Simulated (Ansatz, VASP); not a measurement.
**CrC3 in VASP and in Ansatz**

Contents of INCAR:

```
SYSTEM = CrC3
PREC = Accurate ; ENCUT = 520
EDIFF = 1E-7 ; ISMEAR = 0
SIGMA = 0.1 ; LREAL = .FALSE.
LASPH = .TRUE. ; NELM = 150
ALGO = Normal ; ISIF = 2
LWAVE = .FALSE. ; LCHARG = .TRUE.
ISPIN = 2 ; MAGMOM = 3 0 0 0
LORBIT = 11 ; LMAXMIX = 4
GGA = PE ; LELF = .TRUE.
LVHAR = .TRUE. ; NBANDS = 24
```

KPOINTS

```
Automatic mesh
0
G
  6 6 6
  0 0 0
```

Contents of POSCAR:

```
CrC3
1.0
    3.6016386500      0.0000000000      0.0000000000
    0.0000000000      3.6016386500      0.0000000000
    0.0000000000      0.0000000000      3.6016386500
Cr C
1 3
Direct
    0.0000000000      0.0000000000      0.0000000000
    0.0000000000      0.5000000000      0.5000000000
    0.5000000000      0.0000000000      0.5000000000
    0.5000000000      0.5000000000      0.0000000000
```

Input for Ansatz:

```yaml
crystal:
  lattice:
    - [3.60163865, 0.0, 0.0]
    - [0.0, 3.60163865, 0.0]
    - [0.0, 0.0, 3.60163865]
  atoms:
    - { symbol: Cr, position: [0.0, 0.0, 0.0], spin: 3.0 }
    - { symbol: C, position: [0.0, 0.5, 0.5] }
    - { symbol: C, position: [0.5, 0.0, 0.5] }
    - { symbol: C, position: [0.5, 0.5, 0.0] }
basis:
  ecutwfc: 420
kpoints:
  mp_grid: { grid: [6, 6, 6] }
hamiltonian:
  xc: pbe
scf:
  occupations: { method: gaussian, width: 0.1 }
  lower_state_search: "off"
output:
  forces: true
  stress: true
  eigenvalues: true
  populations: true
magnetization:
  spin_polarized: true
```

Change from the starting cell: species swapped into the VPt3 type (Pm-3m, No. 221).

Alike in both runs: task single point; functional PBE; k mesh 6 × 6 × 6; occupations gaussian, width 0.1 eV; collinear spin.

|  | VASP | Ansatz |
| --- | --- | --- |
| version | VASP 6.6.1 | Ansatz 0.2.0 |
| potentials or method | VASP PAW PBE potentials, release 64 (Cr_pv, C) | scalar-relativistic, plane waves, PAW |
| plane-wave cutoff (eV) | 520 | 420 |
| valence electrons in the cell | 24 | 26 |

```tsv
	VASP	Ansatz	Ansatz less VASP
gap on the k mesh at the Fermi level (eV)	none	none	-
net moment per atom (μB)	0.68	0.67	-0.006
size of the moment on the site where the two differ most (μB)	2.93	2.80	-0.127
```

Site moments also hang on the region over which each program counts them. A gap of «none» marks a metal or a gap that the smearing closes. The two sets of potentials don't hold the same shells in valence.
